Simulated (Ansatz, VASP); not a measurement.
# One calculation of ZrNb2N4, two programs

INCAR

```
PREC = Accurate
ENCUT = 520
EDIFF = 1E-6
ISMEAR = 0
SIGMA = 0.2
LREAL = False
LASPH = True
NELM = 100
ALGO = Normal
ISIF = 2
LWAVE = False
LCHARG = False
GGA = PE
NBANDS = 38
```

The input KPOINTS:

```
Automatic mesh
0
Gamma
  8 4 4
```

Contents of POSCAR:

```
ZrNb2N4
1.0
    0.0000000000     -3.1317693936      0.0000000000
   -5.2631738676      0.0000000000     -0.0102972877
    1.6847437289      0.0000000000     -5.2339310626
Zr Nb N
1 2 4
Direct
    0.5000000000      1.0000000000      0.5000000000
    1.0000000000      1.0000000000      1.0000000000
    0.5000000000      0.5000000000      0.0000000000
    0.5000000000      0.2294648307      0.2184618546
    1.0000000000      0.7480275156      0.2434282546
    1.0000000000      0.2519724844      0.7565717454
    0.5000000000      0.7705351693      0.7815381454
```

Input for Ansatz:

```yaml
crystal:
  lattice:
    - [0.0, -3.1317693936, 0.0]
    - [-5.2631738676, 0.0, -0.0102972877]
    - [1.6847437289, 0.0, -5.2339310626]
  atoms:
    - { symbol: Zr, position: [0.5, 1.0, 0.5] }
    - { symbol: Nb, position: [1.0, 1.0, 1.0] }
    - { symbol: Nb, position: [0.5, 0.5, 0.0] }
    - { symbol: "N", position: [0.5, 0.2294648307, 0.2184618546] }
    - { symbol: "N", position: [1.0, 0.7480275156, 0.2434282546] }
    - { symbol: "N", position: [1.0, 0.2519724844, 0.7565717454] }
    - { symbol: "N", position: [0.5, 0.7705351693, 0.7815381454] }
basis:
  ecutwfc: 420
kpoints:
  mp_grid: { grid: [8, 4, 4] }
hamiltonian:
  xc: pbe
scf:
  occupations: { method: gaussian, width: 0.2 }
  lower_state_search: "off"
output:
  forces: true
  stress: true
  eigenvalues: true
```

Alike in both runs: task single point; functional PBE; k mesh 8 × 4 × 4; occupations gaussian, width 0.2 eV; no spin polarisation.

```csv
,VASP,Ansatz
version,VASP 6.6.1,Ansatz 0.2.0
potentials or method,"VASP PAW PBE potentials, release 64 (Zr_sv, Nb_sv, N)","scalar-relativistic, plane waves, PAW"
plane-wave cutoff (eV),520,420
valence electrons in the cell,58,58
```

```csv
,VASP,Ansatz,Ansatz less VASP
gap on the k mesh at the Fermi level (eV),none,none,-
pressure (GPa),-0.1,0.1,+0.21
largest component of the traceless stress (GPa),0.33,0.36,+0.024
rms of the force components (eV/Å),0.019,0.012,-0.0068
```

Atom by atom the forces differ by 0.012 eV/Å (rms over components). A gap of «none» marks a metal or a gap that the smearing closes. With one functional, cell and mesh, what is left measures potentials, basis and numerics.
